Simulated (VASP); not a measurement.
Crystal: Pd.

```xyz
1
Lattice="0.0000 1.9465 1.9465 1.9465 0.0000 1.9465 1.9465 1.9465 0.0000" Properties=species:S:1:pos:R:3 pbc="T T T"
Pd    0.0000    0.0000    0.0000
```

- Program: VASP 6.6.1
- Task: relaxation of cell and atoms
- Functional: LDA
- Potentials or basis: VASP PAW LDA potentials, release 64 (Pd)
- Cutoff: 600 eV
- k mesh: 16 × 16 × 16
- Occupations: methfessel-paxton, width 0.1 eV
- Spin: no spin polarisation

At the start: pressure -8.2 GPa; volume 14.75 Å³/atom.

Question: Where does the relaxation end?

Answer: Over 4 steps the energy falls by 15.5 meV/atom and the volume is 14.17 Å³/atom (-3.9 %); space group Fm-3m (No. 225, to 0.05 Å).

Step by step:
```
step  energy change (eV)  largest force (eV/Å)  pressure (GPa)  volume (Å³)
   1              0.0000                0.0000           -8.21        14.75
   2              0.0399                0.0000           19.64        13.19
   3             -0.0155                0.0000           -0.20        14.18
   4             -0.0155                0.0000           -0.01        14.17
```

Final structure:
```
CELL_PARAMETERS angstrom
0.00000 1.92064 1.92064
1.92064 0.00000 1.92064
1.92064 1.92064 0.00000
ATOMIC_POSITIONS crystal
Pd 0.00000 0.00000 0.00000
```
